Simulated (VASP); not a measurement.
Shape and ions are relaxed at each volume.

Energy against volume of TiAl (L1_0). Method: MS2 meta-GGA, VASP's PBE PAW potentials (set 64) (plane waves; VASP).

| V (Å³/atom) | E (eV/atom) |
|---|---|
| 15.053 | -10.51094 |
| 15.533 | -10.52958 |
| 16.013 | -10.53540 |
| 16.494 | -10.53034 |
| 16.974 | -10.51603 |

Task: Fit a third-order Birch-Murnaghan equation of state.

Result: 
```
Item                                             Result
---------------------------------------  --------------
volume per atom                          16.02 Å^3/atom
bulk modulus                                    121 GPa
pressure derivative of the bulk modulus            4.44
```

The compound is TiAl in the L1_0 structure. It was relaxed first.
